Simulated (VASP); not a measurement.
Output of a VASP run:

**OUTCAR**
```
 ion  position               nearest neighbor table
   1  0.335  0.649  0.833-   9 2.26   7 2.27   9 2.41   9 2.44
   2  0.657  0.333  0.334-  10 2.25   8 2.30  10 2.38  10 2.39
   3  0.699  0.339  0.666-  11 2.25   9 2.30  11 2.35  11 2.41
   4  0.324  0.681  0.170-  12 2.26  10 2.33  12 2.39  12 2.45
   5  0.986  0.009  0.499-   8 2.33   8 2.36   8 2.37  11 2.39
   6  0.986  0.990  0.002-  12 2.32   7 2.32   7 2.40   7 2.45
   7  0.341  0.675  0.954-   1 2.27   6 2.32   6 2.40   6 2.45
   8  0.656  0.350  0.457-   2 2.30   5 2.33   5 2.36   5 2.37
   9  0.655  0.338  0.788-   1 2.26   3 2.30   1 2.41   1 2.44
  10  0.335  0.650  0.294-   2 2.25   4 2.33   2 2.38   2 2.39
  11  0.008  0.978  0.626-   3 2.25   3 2.35   5 2.39   3 2.41
  12  0.017  0.007  0.125-   4 2.26   6 2.32   4 2.39   4 2.45
  LATTYP: Found a hexagonal cell.
 ALAT       =     3.8323310000
 C/A-ratio  =     4.9051827726
 Subroutine PRICEL returns:
 Original cell was already a primitive cell.
 Subroutine GETGRP returns: Found  1 space group operations
The static configuration has the point symmetry C_1 .
The dynamic configuration has the point symmetry C_1 .
 Subroutine INISYM returns: Found  1 space group operations
 Subroutine IBZKPT returns following result:
 Found     82 irreducible k-points:

 Following reciprocal coordinates:
            Coordinates               Weight
  0.000000  0.000000  0.000000      1.000000
  0.111111 -0.000000  0.000000      2.000000
  0.000000  0.111111  0.000000      2.000000
 -0.111111  0.111111  0.000000      2.000000
  0.222222 -0.000000  0.000000      2.000000
  0.000000  0.222222  0.000000      2.000000
 -0.222222  0.222222  0.000000      2.000000
  0.333333 -0.000000  0.000000      2.000000
  0.000000  0.333333  0.000000      2.000000
 -0.333333  0.333333  0.000000      2.000000
  0.444444 -0.000000  0.000000      2.000000
  0.000000  0.444444  0.000000      2.000000
 -0.444444  0.444444  0.000000      2.000000
  0.111111  0.111111  0.000000      2.000000
 -0.111111  0.222222  0.000000      2.000000
 -0.222222  0.111111  0.000000      2.000000
  0.222222  0.111111  0.000000      2.000000
 -0.111111  0.333333  0.000000      2.000000
 -0.333333  0.222222  0.000000      2.000000
 -0.222222  0.333333  0.000000      2.000000
  0.111111  0.222222  0.000000      2.000000
  0.333333 -0.111111  0.000000      2.000000
  0.333333  0.111111  0.000000      2.000000
 -0.111111  0.444444  0.000000      2.000000
 -0.444444  0.333333  0.000000      2.000000
 -0.333333  0.444444  0.000000      2.000000
  0.111111  0.333333  0.000000      2.000000
  0.444444 -0.111111  0.000000      2.000000
  0.444444  0.111111  0.000000      2.000000
 -0.111111 -0.444444  0.000000      2.000000
  0.444444  0.444444  0.000000      2.000000
  0.222222  0.222222  0.000000      2.000000
 -0.222222  0.444444  0.000000      2.000000
 -0.444444  0.222222  0.000000      2.000000
  0.333333  0.222222  0.000000      2.000000
 -0.222222 -0.444444  0.000000      2.000000
  0.444444  0.333333  0.000000      2.000000
 -0.333333 -0.444444  0.000000      2.000000
  0.222222  0.333333  0.000000      2.000000
 -0.444444 -0.222222  0.000000      2.000000
   k-points           NKPTS =     82   k-points in BZ     NKDIM =     82   number of bands    NBANDS=     64
   number of dos      NEDOS =    301   number of ions     NIONS =     12
   total plane-waves  NPLWV =  62208
   dimension x,y,z NGX =    24 NGY =   24 NGZ =  108
   dimension x,y,z NGXF=    48 NGYF=   48 NGZF=  216
   ions per type =               6   6
   PREC   = accura    normal or accurate (medium, high low for compatibility)
   ISTART =      0    job   : 0-new  1-cont  2-samecut
   ICHARG =      2    charge: 1-file 2-atom 10-const
   ISPIN  =      1    spin polarized calculation?
   LNONCOLLINEAR =      F non collinear calculations
   LSORBIT =      F    spin-orbit coupling
   INIWAV =      1    electr: 0-lowe 1-rand  2-diag
...
```

File OSZICAR:
```
...
DAV:   4    -0.454259286342E+02    0.19917E-04   -0.44743E-05 14056   0.161E-01    0.482E-02
DAV:   5    -0.454259222770E+02    0.63572E-05   -0.29305E-05 13664   0.357E-02    0.236E-02
DAV:   6    -0.454259221322E+02    0.14482E-06   -0.12114E-05 12552   0.235E-02    0.124E-02
DAV:   7    -0.454259222918E+02   -0.15964E-06   -0.88777E-06 11960   0.236E-02
   8 F= -.45425922E+02 E0= -.45425922E+02  d E =-.211169E-02
       N       E                     dE             d eps       ncg     rms          rms(c)
DAV:   1    -0.454205753745E+02    0.53468E-02   -0.68019E+00 10496   0.109E+01    0.698E-01
DAV:   2    -0.454294115405E+02   -0.88362E-02   -0.99448E-02 12232   0.135E+00    0.294E-01
DAV:   3    -0.454292533639E+02    0.15818E-03   -0.33838E-03 12496   0.404E-01    0.235E-01
DAV:   4    -0.454290782914E+02    0.17507E-03   -0.38258E-04 14176   0.474E-01    0.149E-01
DAV:   5    -0.454290146911E+02    0.63600E-04   -0.25830E-04 14408   0.128E-01    0.747E-02
DAV:   6    -0.454290128669E+02    0.18242E-05   -0.11697E-04 13976   0.881E-02    0.394E-02
DAV:   7    -0.454290155113E+02   -0.26444E-05   -0.10277E-04 12696   0.777E-02    0.273E-02
DAV:   8    -0.454290153567E+02    0.15456E-06   -0.87997E-06 12096   0.321E-02
   9 F= -.45429015E+02 E0= -.45429015E+02  d E =-.520476E-02
       N       E                     dE             d eps       ncg     rms          rms(c)
DAV:   1    -0.454292479769E+02   -0.23247E-03   -0.61743E-01 10504   0.322E+00    0.281E-01
DAV:   2    -0.454305111869E+02   -0.12632E-02   -0.14092E-02 12136   0.494E-01    0.106E-01
DAV:   3    -0.454304652965E+02    0.45890E-04   -0.26783E-04 12592   0.116E-01    0.880E-02
DAV:   4    -0.454304408538E+02    0.24443E-04   -0.85069E-05 16176   0.123E-01    0.491E-02
DAV:   5    -0.454304413449E+02   -0.49102E-06   -0.41802E-05 13208   0.573E-02    0.154E-02
DAV:   6    -0.454304420076E+02   -0.66271E-06   -0.70056E-06 11968   0.195E-02
  10 F= -.45430442E+02 E0= -.45430442E+02  d E =-.142665E-02
       N       E                     dE             d eps       ncg     rms          rms(c)
DAV:   1    -0.454299160756E+02    0.52527E-03   -0.52865E-01 10496   0.298E+00    0.260E-01
DAV:   2    -0.454309980391E+02   -0.10820E-02   -0.12102E-02 12304   0.485E-01    0.967E-02
DAV:   3    -0.454309612882E+02    0.36751E-04   -0.25681E-04 12568   0.123E-01    0.811E-02
DAV:   4    -0.454309425279E+02    0.18760E-04   -0.64806E-05 15624   0.121E-01    0.487E-02
DAV:   5    -0.454309411350E+02    0.13928E-05   -0.35207E-05 13240   0.478E-02    0.155E-02
DAV:   6    -0.454309419410E+02   -0.80595E-06   -0.75029E-06 12000   0.173E-02
  11 F= -.45430942E+02 E0= -.45430942E+02  d E =-.192658E-02
       N       E                     dE             d eps       ncg     rms          rms(c)
DAV:   1    -0.454311355631E+02   -0.19443E-03   -0.42458E-01 10536   0.273E+00    0.135E-01
DAV:   2    -0.454314484971E+02   -0.31293E-03   -0.36645E-03 12376   0.281E-01    0.575E-02
DAV:   3    -0.454314459841E+02    0.25130E-05   -0.18664E-04 12512   0.858E-02    0.449E-02
DAV:   4    -0.454314394617E+02    0.65223E-05   -0.17014E-05 14272   0.130E-01    0.272E-02
DAV:   5    -0.454314361909E+02    0.32708E-05   -0.82707E-06 12320   0.282E-02    0.145E-02
DAV:   6    -0.454314350251E+02    0.11659E-05   -0.53563E-06 11064   0.280E-02    0.842E-03
DAV:   7    -0.454314355990E+02   -0.57391E-06   -0.78580E-06 11552   0.178E-02
  12 F= -.45431436E+02 E0= -.45431436E+02  d E =-.493658E-03
```

File OUTCAR:
```
------------------------ aborting loop because EDIFF is reached ----------------------------------------
  FORCE on cell =-STRESS in cart. coord.  units (eV):
  Direction    XX          YY          ZZ          XY          YZ          ZX
  --------------------------------------------------------------------------------------
  Total       -4.0703495     -4.0237119     -4.0769290      0.0478450      0.0004890     -0.0019981
  in kB      -27.2751673    -26.9626516    -27.3192563      0.3206065      0.0032771     -0.0133892
  external PRESSURE =     -27.1856917 kB  Pullay stress =       0.0000000 kB
  volume of cell :      239.10
      direct lattice vectors                 reciprocal lattice vectors
     3.832331000  0.000000000  0.000000000     0.260937795  0.150652467  0.000000000
    -1.916165000  3.318896000  0.000000000     0.000000000  0.301305012  0.000000000
     0.000000000  0.000000000 18.798284000     0.000000000  0.000000000  0.053196345
  FREE ENERGIE OF THE ION-ELECTRON SYSTEM (eV)
  ---------------------------------------------------
  free  energy   TOTEN  =       -45.4314355990 eV

  energy  without entropy=      -45.4314355990  energy(sigma->0) =      -45.43143560

 reached required accuracy - stopping structural energy minimisation
```
(Selected blocks of OUTCAR.)

### POSCAR
```
ZnS
1
    3.8323310000     0.0000000000     0.0000000000
   -1.9161650000     3.3188960000     0.0000000000
    0.0000000000     0.0000000000    18.7982840000
Zn S
6 6
Direct
  0.3349590000   0.6493060000   0.8333850000
  0.6566360000   0.3325490000   0.3342700000
  0.6989680000   0.3387070000   0.6664060000
  0.3243280000   0.6806040000   0.1699140000
 -0.0137840000   0.0089470000   0.4994400000
 -0.0143330000  -0.0096230000   1.0020230000
  0.3409700000   0.6753770000   0.9540240000
  0.6564310000   0.3499210000   0.4567310000
  0.6553700000   0.3384590000   0.7883080000
  0.3351130000   0.6502480000   0.2937430000
  0.0081150000  -0.0219560000   0.6263970000
  0.0172250000   0.0074600000   0.1253590000
```

Question: Write an INCAR and KPOINTS that could have produced this output.

Answer: Several could match; the one computed here: the input of the run itself, PBEsol GGA, plane waves, VASP's PBE PAW potentials (set 64).

File KPOINTS:
```
Automatic mesh
0
Gamma
9 9 2
0 0 0
```

### INCAR
```
# general
SYSTEM =ZnS
PREC   =Accurate
ENCUT  =300   # plane-wave cut-off (eV)
LREAL  =F
LASPH  =T   # aspherical one-centre terms

# electronic loop
EDIFF  =1E-6
NELM   =100   # most electronic steps
ALGO   =Normal   # blocked Davidson
LMAXMIX=4

# smearing
ISMEAR =0
SIGMA  =0.01

# functional
GGA    =PS   # PBEsol

# ions
IBRION =2   # conjugate gradients
NSW    =50
ISIF   =2
EDIFFG =-0.03   # ionic stop

# output
LWAVE  =F
LCHARG =F
```

POTCAR, in this order: Zn S (PBE.64 set). Program: vasp_std.

At this cut-off the stress carries a Pulay error, which pulls relaxed volumes low.

The structure comes from a computed database's ZnS entry; how it stands against other phases isn't given here. In the starting cell atoms are displaced from their ideal sites. This run relaxes the ions in a fixed cell. The run is one of a series of settings (EDIFFG = -0.03, IBRION = 2, NSW = 50 against the base run), some of them coarse on purpose.
